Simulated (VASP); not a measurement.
# NaAlNi (P6_3mc) in VASP: single point with r2SCAN

Aim: the single point of NaAlNi with r2SCAN.

All numbers are computed with VASP 6.6.1; they aren't measurements. Logs are shortened: lines on timing, memory, paths and dates and some standing lists are left out, and cuts for length are marked.

## 1. Starting point

Symmetry: P6_3mc, No. 186, hexagonal system. Conventional cell: a = 3.195 Å, b = 3.195 Å, c = 10.448 Å, α = 90.00°, β = 90.00°, γ = 120.00°. Al (site symmetry 3m) is surrounded by 3 Ni at 2.11 Å. Around Na (site symmetry 3m) lie 3 Ni at 2.41 Å. Ni (site symmetry 3m) has 3 Al at 2.11 Å and 3 Na at 2.41 Å as nearest neighbours.

The cell was built by a generator and needn't be a form met in nature.

## 2. Single point, r2SCAN

Contents of POSCAR:

```
NaAlNi
1.0
    1.5974730000      2.7669010000      0.0000000000
   -1.5974730000      2.7669010000      0.0000000000
    0.0000000000      0.0000000000     10.4482800000
Al Na Ni
2 2 2
Direct
    0.0000000000      0.0000000000      0.0000400000
    0.0000000000      0.0000000000      0.5000400000
    0.3333000000      0.3334000000      0.2466000000
    0.6666000000      0.6667000000      0.7466000000
    0.6667000000      0.6666000000      0.0980000000
    0.3334000000      0.3333000000      0.5980000000
```

Contents of INCAR.step1:

```
PREC = Accurate
ENCUT = 520
ISMEAR = -1
SIGMA = 0.1
LREAL = False
LASPH = True
NELM = 80
NBANDS = 29
GGA = PE
ALGO = Normal
EDIFF = 1E-4
LWAVE = True
LCHARG = False
```

Contents of INCAR.step2:

```
PREC = Accurate
ENCUT = 520
EDIFF = 1E-6
ISMEAR = -1
SIGMA = 0.1
LREAL = False
LASPH = True
NELM = 80
ALGO = Normal
ISIF = 2
LWAVE = False
LCHARG = False
METAGGA = R2SCAN
LMIXTAU = True
NBANDS = 29
ISTART = 1
```

Contents of KPOINTS:

```
Automatic mesh
0
Gamma
  12 12 4
```

Potentials or basis: VASP PAW PBE potentials, release 64 (Al, Na_pv, Ni).

Started as:

```
$ cat potpaw_PBE.64/Al/POTCAR potpaw_PBE.64/Na_pv/POTCAR potpaw_PBE.64/Ni/POTCAR > POTCAR
$ cp INCAR.step1 INCAR
$ mpirun -np 1 vasp_std > vasp.out
$ cp INCAR.step2 INCAR
$ mpirun -np 1 vasp_std > vasp.out
```

OUTCAR:

```text
PREC = Accurate
   ENCUT = 520
   EDIFF = 1E-6
   ISMEAR = -1
   LREAL = False
   LASPH = True
   NELM = 80
   ISIF = 2
   METAGGA = R2SCAN
   ISTART = 1

 ion  position               nearest neighbor table
   1  0.000  0.000  0.000-   5 2.11   5 2.11   5 2.11
   2  0.000  0.000  0.500-   6 2.11   6 2.11   6 2.11
   3  0.333  0.333  0.247-   5 2.41   5 2.41   5 2.41
   4  0.667  0.667  0.747-   6 2.41   6 2.41   6 2.41
   5  0.667  0.667  0.098-   1 2.11   1 2.11   1 2.11   3 2.41   3 2.41   3 2.41
   6  0.333  0.333  0.598-   2 2.11   2 2.11   2 2.11   4 2.41   4 2.41   4 2.41

  LATTYP: Found a hexagonal cell.
 ALAT       =     3.1949430558
 C/A-ratio  =     3.2702554686

  Lattice vectors:

 A1 = (   1.5974730000,  -2.7669010000,   0.0000000000)
 A2 = (   1.5974730000,   2.7669010000,   0.0000000000)
 A3 = (   0.0000000000,   0.0000000000,  10.4482800000)

Analysis of symmetry for initial positions (statically):
=====================================================================
 Subroutine PRICEL returns:
 Original cell was already a primitive cell.

 Routine SETGRP: Setting up the symmetry group for a
 hexagonal supercell.

 Subroutine GETGRP returns: Found  2 space group operations
 (whereof  1 operations were pure point group operations)
 out of a pool of 24 trial point group operations.

The static configuration has the point symmetry C_1 .
 The point group associated with its full space group is C_1h.

Analysis of symmetry for dynamics (positions and initial velocities):
=====================================================================
 Subroutine PRICEL returns:
 Original cell was already a primitive cell.

 Routine SETGRP: Setting up the symmetry group for a
 hexagonal supercell.

 Subroutine GETGRP returns: Found  2 space group operations
 (whereof  1 operations were pure point group operations)
 out of a pool of 24 trial point group operations.

The dynamic configuration has the point symmetry C_1 .
 The point group associated with its full space group is C_1h.

 Subroutine INISYM returns: Found  2 space group operations
 (whereof  1 operations are pure point group operations),
 and found     1 'primitive' translations

----------------------------------------------------------------------------------------

                                     Primitive cell

  volume of cell :      92.3638

  direct lattice vectors                    reciprocal lattice vectors
     1.597473000  2.766901000  0.000000000     0.312994335  0.180707586  0.000000000
    -1.597473000  2.766901000  0.000000000    -0.312994335  0.180707586  0.000000000
     0.000000000  0.000000000 10.448280000     0.000000000  0.000000000  0.095709533

  length of vectors
     3.194943056  3.194943056 10.448280000     0.361414839  0.361414839  0.095709533

  position of ions in fractional coordinates (direct lattice)
     0.000000000  0.000000000  0.000040000
     0.000000000  0.000000000  0.500040000
     0.333300000  0.333400000  0.246600000
     0.666600000  0.666700000  0.746600000
     0.666700000  0.666600000  0.098000000
     0.333400000  0.333300000  0.598000000

  ion indices of the primitive-cell ions
   primitive index   ion index
                 1           1
                 2           2
                 3           3
                 4           4
                 5           5
                 6           6

----------------------------------------------------------------------------------------

 KPOINTS: Automatic mesh

Automatic generation of k-mesh.
 Grid dimensions read from file:
 generate k-points for:   12   12    4

 Generating k-lattice:

  Cartesian coordinates                     Fractional coordinates (reciprocal lattice)
     0.026082861  0.015058965  0.000000000     0.083333333  0.000000000  0.000000000
    -0.026082861  0.015058965  0.000000000     0.000000000  0.083333333  0.000000000
     0.000000000  0.000000000  0.023927383     0.000000000  0.000000000  0.250000000

  Length of vectors
     0.030117903  0.030117903  0.023927383

  Shift w.r.t. Gamma in fractional coordinates (k-lattice)
     0.000000000  0.000000000  0.000000000

 Subroutine IBZKPT returns following result:
 ===========================================

 Found    164 irreducible k-points:

 Following reciprocal coordinates:
            Coordinates               Weight
  0.000000  0.000000  0.000000      1.000000
  0.083333  0.000000  0.000000      4.000000
  0.083333  0.083333  0.000000      2.000000
  0.166667  0.000000  0.000000      4.000000
  0.166667  0.166667  0.000000      2.000000
  0.250000  0.000000  0.000000      4.000000
[... 16 lines left out ...]
  0.333333  0.416667  0.000000      4.000000
 -0.083333  0.333333  0.000000      4.000000
 [... further k-points ...]
   k-points           NKPTS =    164   k-points in BZ     NKDIM =    164   number of bands    NBANDS=     29
   number of dos      NEDOS =    301   number of ions     NIONS =      6
   total plane-waves  NPLWV =  46080
   dimension x,y,z NGX =    24 NGY =   24 NGZ =   80
   dimension x,y,z NGXF=    48 NGYF=   48 NGZF=  160
   ions per type =               2   2   2
   NGX,Y,Z   is equivalent  to a cutoff of  12.49, 12.49, 12.73 a.u.
   NGXF,Y,Z  is equivalent  to a cutoff of  24.98, 24.98, 25.46 a.u.
 SYSTEM =  unknown system
   PREC   = accura    normal or accurate (medium, high low for compatibility)
   ISTART =      1    job   : 0-new  1-cont  2-samecut
   ICHARG =      0    charge: 1-file 2-atom 10-const
   ISPIN  =      1    spin polarized calculation?
   LNONCOLLINEAR =      F non collinear calculations
   LSORBIT =      F    spin-orbit coupling
   LASPH  =      T    aspherical Exc in radial PAW
   ENCUT  =  520.0 eV  38.22 Ry    6.18 a.u.   5.94  5.94 19.43*2*pi/ulx,y,z
   NELM   =     80;   NELMIN=  2; NELMDL=  0     # of ELM steps
   EDIFF  = 0.1E-05   stopping-criterion for ELM
   LREAL  =      F    real-space projection
   EDIFFG = 0.1E-04   stopping-criterion for IOM
   NSW    =      0    number of steps for IOM
   IBRION =     -1    ionic relax: 0-MD 1-quasi-New 2-CG
   NFREE  =      0    steps in history (QN), initial steepest desc. (CG)
   ISIF   =      2    stress and relaxation
   ISYM   =      2    0-nonsym 1-usesym 2-fastsym
   POTIM  = 0.5000    time-step for ionic-motion
   TEBEG  =    0.0;   TEEND  =   0.0 temperature during run
   PSTRESS=    0.0 pullay stress
   NELECT =      40.0000    total number of electrons
   NUPDOWN=      -1.0000    fix difference up-down
   EMIN   =  10.00;   EMAX   =-10.00  energy-range for DOS
   EFERMI =   0.00;   METHOD = LEGACY
   ISMEAR =    -1;   SIGMA  =   0.10  broadening in eV -4-tet -1-fermi 0-gaus
   EFERMI_NEDOS =   21; number of points for ismear=-14 and -15
   IALGO  =     38    algorithm
   IMIX   =      4    mixing-type and parameters
     AMIX     =   0.40;   BMIX     =  1.00
     AMIX_MAG =   1.60;   BMIX_MAG =  1.00
  volume/ion in A,a.u.               =      15.39       103.88
  Fermi-wavevector in a.u.,A,eV,Ry     =   1.238590  2.340595 20.872763  1.534105
  Thomas-Fermi vector in A             =   2.373109
   LORBIT       =      0    0 simple, 1 ext, 2 COOP (PROOUT), +10 PAW based schemes
   METAGGA = R2SCAN    functional components
   LHFCALC =     F    Hartree Fock is set to
   AEXX    =    0.0000 exact exchange contribution
   IVDW    =     0    specifies the selected vdW correction
   LEPSILON=     F    determine dielectric tensor
   LRPA    =     F    only Hartree local field effects (RPA)
 non-spin polarized calculation
  energy-cutoff  :      520.00
  volume of cell :       92.36
 maximum number of plane-waves:      2526
   NGX = 11   NGY = 11   NGZ = 39

 number of electron      39.9999990 magnetization

 Free energy of the ion-electron system (eV)
  ---------------------------------------------------
  ext. energy  EPLUGINS =         0.00000000
  ---------------------------------------------------
  free energy    TOTEN  =       -40.56023866 eV

  energy without entropy =      -40.49742114  energy(sigma->0) =      -40.52882990

 E-fermi :   5.8654     XC(G=0): -10.7753

 val. band max:        5.8395621542   @ k =   0.0833   0.0833   0.0000
 cond. band min:       5.8829988890   @ k =  -0.3333   0.3333   0.0000
 fundamental gap:      0.0434367348
 Fermi energy:         5.8654260815

 k-point     1 :       0.0000    0.0000    0.0000
  band No.  band energies     occupation
      1     -19.3362      2.00000
      2     -19.3342      2.00000
      3     -19.2759      2.00000
      4     -19.2759      2.00000
      5     -19.2756      2.00000
      6     -19.2755      2.00000
[... 21 lines left out ...]
     28      16.7061      0.00000
     29      16.7062      0.00000

 k-point     2 :       0.0833    0.0000    0.0000
  band No.  band energies     occupation
      1     -19.3344      2.00000
      2     -19.3325      2.00000
      3     -19.2854      2.00000
      4     -19.2853      2.00000
      5     -19.2780      2.00000
      6     -19.2779      2.00000
[... 21 lines left out ...]
     28      16.1429      0.00000
     29      16.8295      0.00000

 k-point     3 :       0.0833    0.0833    0.0000
  band No.  band energies     occupation
      1     -19.3344      2.00000
      2     -19.3325      2.00000
      3     -19.2856      2.00000
      4     -19.2856      2.00000
      5     -19.2777      2.00000
      6     -19.2777      2.00000
[... 21 lines left out ...]
     28      16.1430      0.00000
     29      16.8294      0.00000

 k-point     4 :       0.1667    0.0000    0.0000
  band No.  band energies     occupation
      1     -19.3299      2.00000
      2     -19.3283      2.00000
      3     -19.3114      2.00000
      4     -19.3113      2.00000
      5     -19.2838      2.00000
      6     -19.2837      2.00000
[... 21 lines left out ...]
     28      14.5977      0.00000
     29      15.9524      0.00000

 k-point     5 :       0.1667    0.1667    0.0000
  band No.  band energies     occupation
      1     -19.3299      2.00000
      2     -19.3283      2.00000
      3     -19.3116      2.00000
      4     -19.3116      2.00000
      5     -19.2835      2.00000
      6     -19.2835      2.00000
[... 21 lines left out ...]
     28      14.5977      0.00000
     29      15.9524      0.00000
[... 510 lines left out ...]
     28      13.5698      0.00000
     29      13.7220      0.00000

 k-point    22 :       0.4167    0.0833    0.0000
  band No.  band energies     occupation
      1     -19.3960      2.00000
      2     -19.3959      2.00000
      3     -19.3127      2.00000
      4     -19.3120      2.00000
      5     -19.3081      2.00000
      6     -19.3080      2.00000
[... 21 lines left out ...]
     28      12.5893      0.00000
     29      14.1582      0.00000

 k-point    23 :       0.3333    0.4167    0.0000
  band No.  band energies     occupation
      1     -19.3963      2.00000
      2     -19.3961      2.00000
      3     -19.3127      2.00000
      4     -19.3120      2.00000
      5     -19.3079      2.00000
      6     -19.3078      2.00000
[... 21 lines left out ...]
     28      12.5892      0.00000
     29      14.1579      0.00000

 k-point    24 :      -0.0833    0.3333    0.0000
  band No.  band energies     occupation
      1     -19.3960      2.00000
      2     -19.3958      2.00000
      3     -19.3127      2.00000
      4     -19.3120      2.00000
      5     -19.3082      2.00000
      6     -19.3081      2.00000
[... 21 lines left out ...]
     28      12.5892      0.00000
     29      14.1579      0.00000

 [... further k-points ...]

------------------------ aborting loop because EDIFF is reached ----------------------------------------

  FORCE on cell =-STRESS in cart. coord.  units (eV):
  Direction    XX          YY          ZZ          XY          YZ          ZX
  --------------------------------------------------------------------------------------
  -------------------------------------------------------------------------------------
  Total       13.8228289     13.8239465     14.0571186      0.0000000      0.0000000     -0.0013016
  in kB      239.7759218    239.7953090    243.8399974      0.0000000      0.0000000     -0.0225785
  external PRESSURE =     241.1370761 kB  Pullay stress =       0.0000000 kB

 VOLUME and BASIS-vectors are now :
 -----------------------------------------------------------------------------
  energy-cutoff  :      520.00
  volume of cell :       92.36
      direct lattice vectors                 reciprocal lattice vectors
     1.597473000  2.766901000  0.000000000     0.312994335  0.180707586  0.000000000
    -1.597473000  2.766901000  0.000000000    -0.312994335  0.180707586  0.000000000
     0.000000000  0.000000000 10.448280000     0.000000000  0.000000000  0.095709533

 POSITION                                       TOTAL-FORCE (eV/Angst)
 -----------------------------------------------------------------------------------
      0.00000      0.00000      0.00042         0.001915     -0.001111     -2.655241
      0.00000      0.00000      5.22456         0.001915      0.001111     -2.655241
     -0.00016      1.84469      2.57655         0.000703     -0.000592      2.052984
     -0.00016      3.68911      7.80069         0.000703      0.000592      2.052984
      0.00016      3.68911      1.02393        -0.002618      0.001697      0.602257
      0.00016      1.84469      6.24807        -0.002618     -0.001697      0.602257
 -----------------------------------------------------------------------------------
    total drift:                               -0.000261     -0.000000     -0.065287

  FREE ENERGIE OF THE ION-ELECTRON SYSTEM (eV)
  ---------------------------------------------------
  free  energy   TOTEN  =       -40.5602386559 eV

  energy  without entropy=      -40.4974211407  energy(sigma->0) =      -40.52882990
```

Run time: 12 min. Hardware: 1 thread of Intel Xeon Platinum 8488C (Sapphire Rapids), shared host; peak memory 0.49 GiB.

Results:

```
Free energy            : -40.5602 eV
Pressure               : 24.1 GPa
Largest force          : 2.655 eV/Å
Band gap on the k mesh : none (metal or under the smearing width)
```

Forces in eV/Å, atoms in the order of the input:
```
Al   0.002 -0.001 -2.655
Al   0.002  0.001 -2.655
Na   0.001 -0.001  2.053
Na   0.001  0.001  2.053
Ni  -0.003  0.002  0.602
Ni  -0.003 -0.002  0.602
```

Caveat: so large a pressure means that the cell lies far from this level's equilibrium, or that cutoff or potentials fall short; the potentials were made for another functional, which shifts forces and pressure. Spin polarisation is off, so any magnetic state and its effect on volume and gap are missing.
